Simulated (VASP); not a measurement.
A cell of Tc (hcp) near equilibrium:

```yaml
crystal:
  lattice:
    - [1.35890, -2.35368, 0.00000]
    - [1.35890, 2.35368, 0.00000]
    - [0.00000, 0.00000, 4.35364]
  atoms:
    - { symbol: Tc, position: [0.33333, 0.66667, 0.25000] }
    - { symbol: Tc, position: [0.66667, 0.33333, 0.75000] }
```

Calculation: PBEsol GGA, VASP's PBE PAW potentials (set 64) (plane waves; VASP).

```tsv
run	ΔE (meV/atom)	σxx	σyy	σzz	largest shear component, with its sign (GPa)	largest force (eV/Å)
as it is	0.0	0.73	0.73	0.69	0.00	0.000
after one change	4.8	5.89	5.89	5.89	0.00	0.000
```
Stress is in GPa, positive when the cell is compressed.

Problem. Which change was made?
A. atom 2 (Tc) moved by -0.075 Å along y
B. isotropic strain of -0.5 %
C. atom 1 (Tc) moved by 0.100 Å along x
D. biaxial strain of +3.0 % in the xz plane

Solution. B, isotropic strain of -0.5 %

The compound is Tc in the hcp structure.
